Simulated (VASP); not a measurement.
KZnF₃ (cubic perovskite), at 1.04 of the tabulated volume:

```yaml
crystal:
  lattice:
    - [4.10330, 0.00000, 0.00000]
    - [0.00000, 4.10330, 0.00000]
    - [0.00000, 0.00000, 4.10330]
  atoms:
    - { symbol: K, position: [0.00000, 0.00000, 0.00000] }
    - { symbol: Zn, position: [0.50000, 0.50000, 0.50000] }
    - { symbol: F, position: [0.50000, 0.00000, 0.50000] }
    - { symbol: F, position: [0.00000, 0.50000, 0.50000] }
    - { symbol: F, position: [0.50000, 0.50000, 0.00000] }
```

The lowest empty band near Γ, direction [110], from mBJ (TB09) with spin-orbit coupling in VASP (PAW); its two spin partners are averaged. The gap over the points computed is 6.75 eV, and the next band on that side lies 3.67 eV away at the edge.

Numerical set-up: 520 eV cut-off, 6×6×6 Γ-centred mesh, Gaussian smearing of 0.050 eV, potentials K_sv Zn F.

```csv
distance from the edge in k (1/Å),distance in energy (meV)
0.025,4.2
0.035,8.2
0.050,16.7
0.070,32.6
```

Question: Fit E(1 + αE) = ħ²k²/2m* (ħ²/2m0 = 3.810 eV Å²) and predict the row at 0.095 1/Å.

Answer: The rows don't resolve α, so a parabola serves: the electron mass is m* = 0.572 m0, and so 60.1 meV. The run gave 59.8 meV, -0.3 meV from the fit.

Left out are points under 3 meV from the edge, since the levels carry 0.1 meV, and points farther than half the way to the next band.

The compound is KZnF3 in the cubic perovskite structure. The cell was not relaxed at this level.
